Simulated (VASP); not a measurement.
Input:

```xyz
1
Lattice="-1.6279 1.6279 1.6279 1.6279 -1.6279 1.6279 1.6279 1.6279 -1.6279" Properties=species:S:1:pos:R:3 pbc="T T T"
Nb     0.0000     0.0000     0.0000
```

The numbers are results of revPBE GGA, VASP's PBE PAW potentials (set 64) (plane waves; VASP), not measurements. Numerical set-up: 520 eV cut-off, 15×15×15 Γ-centred mesh, first-order Methfessel-Paxton smearing of 0.10 eV, potentials Nb_sv.

**Question.** Give the stress tensor in GPa (positive for a compressed cell).

**Answer.** 
```
11.53   0.00   0.00
 0.00  11.53   0.00
 0.00   0.00  11.53
```
The pressure is its mean diagonal, 11.53 GPa.

The compound is Nb in the bcc structure. This cell is one point of a volume scan, at 0.94 of the reference volume.
